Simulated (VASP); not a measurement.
These are r2SCAN meta-GGA, VASP's PBE PAW potentials (set 64) (plane waves; VASP) values and carry that method's errors.

Input for VASP

INCAR:
```
ENCUT  =  480
ISMEAR  =  0   ! Gaussian
NELM  =  100
SYSTEM  =  Te
LASPH  =  .TRUE.
PREC  =  Accurate
METAGGA  =  R2SCAN
LREAL  =  .FALSE.
ISIF  =  2   ! forces and stress, cell fixed
LMAXMIX  =  4   ! l cut-off of mixed one-centre charges
SIGMA  =  0.05   ! width (eV)
LWAVE  =  .FALSE.
EDIFF  =  1E-7   ! SCF stop (eV)
ALGO  =  Normal   ! blocked Davidson
LCHARG  =  .FALSE.
LMIXTAU  =  .TRUE.
```

**KPOINTS**
```
Automatic mesh
0
Gamma
6 6 4
0 0 0
```

File POSCAR:
```
Te
1
    2.3054474523    -3.9931517906     0.0000000000
    2.3054474523     3.9931517906     0.0000000000
    0.0000000000     0.0000000000     5.9143788170
Te
3
Direct
  0.0000000000   0.2544466477   0.6624400134
  0.7455533523   0.7455533523   0.0000000000
  0.2544466477   0.0000000000   0.3333330000
```

POTCAR, in this order: Te (PBE.64 set). Program: vasp_std.

Unless said otherwise, spin-orbit coupling is left out, though it shifts the bands of the heavy elements here.

Question: Predict the energy per atom (σ→0), largest force, band gap (on the k-mesh).

Answer: 
```
Quantity                           Result
------------------------  ---------------
energy per atom (σ→0)     -25.414 eV/atom
band gap (on the k-mesh)          0.52 eV
largest force             0.00286 Ha/bohr
```

**OSZICAR**
```
...
DAV:  21    -0.762421330772E+02   -0.40207E-05   -0.15264E-06  1986   0.137E-02    0.268E-02
DAV:  22    -0.762421333703E+02   -0.29310E-06   -0.41553E-07  2081   0.691E-03    0.214E-02
DAV:  23    -0.762421346410E+02   -0.12707E-05   -0.13954E-06  1986   0.115E-02    0.120E-02
DAV:  24    -0.762421358890E+02   -0.12481E-05   -0.22617E-07  1418   0.454E-03    0.456E-03
DAV:  25    -0.762421365669E+02   -0.67791E-06   -0.15267E-07  1378   0.392E-03    0.252E-03
DAV:  26    -0.762421368026E+02   -0.23562E-06   -0.40685E-08  1003   0.159E-03    0.108E-03
DAV:  27    -0.762421367764E+02    0.26193E-07   -0.94183E-09  1003   0.101E-03
   1 F= -.76242137E+02 E0= -.76242137E+02  d E =-.170278E-10
```

The compound is Te in the trig structure. This cell was strained or had an atom moved on purpose.
